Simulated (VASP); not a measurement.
Energy against volume of CdF2 (fluorite). Computed with AM05 GGA, VASP's PBE PAW potentials (set 64) (plane waves; VASP 6.6.1). Settings: 520 eV cut-off, 7×7×7 Γ-centred mesh, Gaussian smearing of 0.050 eV, potentials Cd F.

```csv
V (Å³/atom),E (eV/atom)
12.851,-3.67030
13.248,-3.67543
13.646,-3.67283
14.043,-3.66371
```

### Question
Fit these four points and predict the energy of the run at 12.453 Å³/atom.

### Answer
A cubic in V^(−2/3), the third-order Birch-Murnaghan form, passes through the four points with V0 = 13.30 Å³/atom and B0 = 102 GPa, and gives -3.6560 eV/atom there. The run gave -3.6559 eV/atom, +0.1 meV/atom from the fit; all five points give B0 = 102 GPa.

The compound is CdF2 in the fluorite structure. It was relaxed first.
